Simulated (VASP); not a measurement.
Level of theory: PBEsol GGA, VASP's PBE PAW potentials (set 64) (plane waves; VASP 6.6.1).

A VASP calculation is set up with these files.

### INCAR
```
! general
SYSTEM  = PdIn
PREC    = Accurate
ENCUT   = 400   ! plane-wave cut-off (eV)
LREAL   = .False.   ! projection in real space or not
LASPH   = .True.   ! aspherical one-centre terms

! electronic loop
EDIFF   = 1E-6
NELM    = 100
ALGO    = Normal
LMAXMIX = 4   ! l cut-off of mixed one-centre charges

! smearing
ISMEAR  = 1   ! Methfessel-Paxton
SIGMA   = 0.1

! functional
GGA     = PS   ! PBEsol

! ions
IBRION  = 2   ! conjugate gradients
NSW     = 60   ! most ionic steps
ISIF    = 3
EDIFFG  = -0.01   ! ionic stop

! output
LWAVE   = .False.
LCHARG  = .False.
```

### POSCAR
```
PdIn
1
    3.2500000000     0.0000000000     0.0000000000
    0.0000000000     3.2500000000     0.0000000000
    0.0000000000     0.0000000000     3.2500000000
In Pd
1 1
Direct
  0.5000000000   0.5000000000   0.5000000000
  0.0000000000   0.0000000000   0.0000000000
```

### KPOINTS
```
Automatic
0
G
 10 10 10
0 0 0
```

POTCAR, in this order: In_d Pd (PBE.64 set). Program: vasp_std.

The resulting files:

### OUTCAR
```
 ion  position               nearest neighbor table
   1  0.500  0.500  0.500-   2 2.81   2 2.81   2 2.81   2 2.81   2 2.81   2 2.81   2 2.81   2 2.81
  LATTYP: Found a simple cubic cell.
 ALAT       =     3.2500000000
 Subroutine PRICEL returns:
 Original cell was already a primitive cell.
 Subroutine GETGRP returns: Found 48 space group operations
The static configuration has the point symmetry O_h .
The dynamic configuration has the point symmetry O_h .
 Subroutine INISYM returns: Found 48 space group operations
 Subroutine IBZKPT returns following result:
 Found     56 irreducible k-points:

 Following reciprocal coordinates:
            Coordinates               Weight
  0.000000  0.000000  0.000000      1.000000
  0.100000  0.000000  0.000000      6.000000
  0.200000  0.000000  0.000000      6.000000
  0.300000  0.000000  0.000000      6.000000
  0.400000  0.000000  0.000000      6.000000
  0.500000  0.000000  0.000000      3.000000
  0.100000  0.100000  0.000000     12.000000
  0.200000  0.100000  0.000000     24.000000
  0.300000  0.100000  0.000000     24.000000
  0.400000  0.100000  0.000000     24.000000
  0.500000  0.100000  0.000000     12.000000
  0.200000  0.200000  0.000000     12.000000
  0.300000  0.200000  0.000000     24.000000
  0.400000  0.200000  0.000000     24.000000
  0.500000  0.200000  0.000000     12.000000
  0.300000  0.300000  0.000000     12.000000
  0.400000  0.300000  0.000000     24.000000
  0.500000  0.300000  0.000000     12.000000
  0.400000  0.400000  0.000000     12.000000
  0.500000  0.400000  0.000000     12.000000
  0.500000  0.500000  0.000000      3.000000
  0.100000  0.100000  0.100000      8.000000
  0.200000  0.100000  0.100000     24.000000
  0.300000  0.100000  0.100000     24.000000
  0.400000  0.100000  0.100000     24.000000
...
```

OSZICAR:
```
       N       E                     dE             d eps       ncg     rms          rms(c)
DAV:   1     0.142526654479E+03    0.14253E+03   -0.97417E+03  1746   0.166E+03
DAV:   2    -0.372522643381E+01   -0.14625E+03   -0.14255E+03  1757   0.369E+02
DAV:   3    -0.101907541964E+02   -0.64655E+01   -0.64375E+01  2163   0.847E+01
DAV:   4    -0.102957284753E+02   -0.10497E+00   -0.10496E+00  1996   0.104E+01
DAV:   5    -0.103008385504E+02   -0.51101E-02   -0.51100E-02  2539   0.199E+00    0.717E+00
DAV:   6    -0.100554620670E+02    0.24538E+00   -0.81678E-01  1834   0.122E+01    0.313E+00
DAV:   7    -0.100116585564E+02    0.43804E-01   -0.10473E-01  2334   0.614E+00    0.169E+00
DAV:   8    -0.100001349341E+02    0.11524E-01   -0.28118E-02  2079   0.186E+00    0.433E-01
DAV:   9    -0.999895615703E+01    0.11788E-02   -0.22042E-03  2170   0.864E-01    0.650E-02
DAV:  10    -0.999894428026E+01    0.11877E-04   -0.51624E-05  2340   0.110E-01    0.218E-02
DAV:  11    -0.999894358295E+01    0.69731E-06   -0.41949E-06  1883   0.213E-02
   1 F= -.99989436E+01 E0= -.99984542E+01  d E =-.999894E+01
       N       E                     dE             d eps       ncg     rms          rms(c)
DAV:   1    -0.100014184248E+02   -0.24741E-02   -0.51461E-02  1827   0.403E+00    0.343E-01
DAV:   2    -0.999924834180E+01    0.21701E-02   -0.98649E-03  1736   0.133E+00    0.110E-01
DAV:   3    -0.999900484442E+01    0.24350E-03   -0.80809E-04  2245   0.532E-01    0.450E-02
DAV:   4    -0.999896643889E+01    0.38406E-04   -0.11626E-04  2465   0.200E-01    0.424E-02
DAV:   5    -0.999896566644E+01    0.77245E-06   -0.32331E-06  1853   0.196E-02
   2 F= -.99989657E+01 E0= -.99984726E+01  d E =-.220835E-04
       N       E                     dE             d eps       ncg     rms          rms(c)
DAV:   1    -0.999931272769E+01   -0.34629E-03   -0.67789E-03  1834   0.148E+00    0.124E-01
DAV:   2    -0.999902898255E+01    0.28375E-03   -0.12956E-03  1729   0.483E-01    0.408E-02
DAV:   3    -0.999899568259E+01    0.33300E-04   -0.10498E-04  2238   0.192E-01    0.166E-02
DAV:   4    -0.999898893163E+01    0.67510E-05   -0.15355E-05  2409   0.723E-02    0.154E-02
DAV:   5    -0.999898830469E+01    0.62693E-06   -0.35848E-07   917   0.693E-03
   3 F= -.99989883E+01 E0= -.99984964E+01  d E =-.447217E-04
```

### OUTCAR
```
------------------------ aborting loop because EDIFF is reached ----------------------------------------
  FORCE on cell =-STRESS in cart. coord.  units (eV):
  Direction    XX          YY          ZZ          XY          YZ          ZX
  --------------------------------------------------------------------------------------
  Total        0.0026582      0.0026582      0.0026582      0.0000000     -0.0000000      0.0000000
  in kB        0.1242939      0.1242939      0.1242939      0.0000000     -0.0000000      0.0000000
  external PRESSURE =       0.1242939 kB  Pullay stress =       0.0000000 kB
  volume of cell :       34.27
      direct lattice vectors                 reciprocal lattice vectors
     3.248016861  0.000000000  0.000000000     0.307880175  0.000000000 -0.000000000
    -0.000000000  3.248016861 -0.000000000     0.000000000  0.307880175  0.000000000
     0.000000000  0.000000000  3.248016861    -0.000000000  0.000000000  0.307880175
 POSITION                                       TOTAL-FORCE (eV/Angst)
 -----------------------------------------------------------------------------------
      1.62401      1.62401      1.62401        -0.000000      0.000000      0.000000
      0.00000      0.00000      0.00000         0.000000      0.000000      0.000000
 -----------------------------------------------------------------------------------
    total drift:                                0.000000      0.000000     -0.000000
  FREE ENERGIE OF THE ION-ELECTRON SYSTEM (eV)
  ---------------------------------------------------
  free  energy   TOTEN  =        -9.9989883047 eV

  energy  without entropy=       -9.9975126482  energy(sigma->0) =       -9.99849642

 reached required accuracy - stopping structural energy minimisation
```
(Selected blocks of OUTCAR.)

CONTCAR:
```
PdIn
   1.00000000000000
     3.2480168610045657    0.0000000000000000    0.0000000000000000
    -0.0000000000000000    3.2480168610045657   -0.0000000000000000
     0.0000000000000000    0.0000000000000000    3.2480168610045657
  In              Pd
     1     1
Direct
     0.5000000000000000    0.5000000000000000    0.5000000000000000
     0.0000000000000000    0.0000000000000000    0.0000000000000000
```

The compound is PdIn in the CsCl type structure. This run relaxes it. Symmetry was kept, so distortions that lower it aren't found. The electron count is odd and the run is not spin-polarised, which forces a metal.
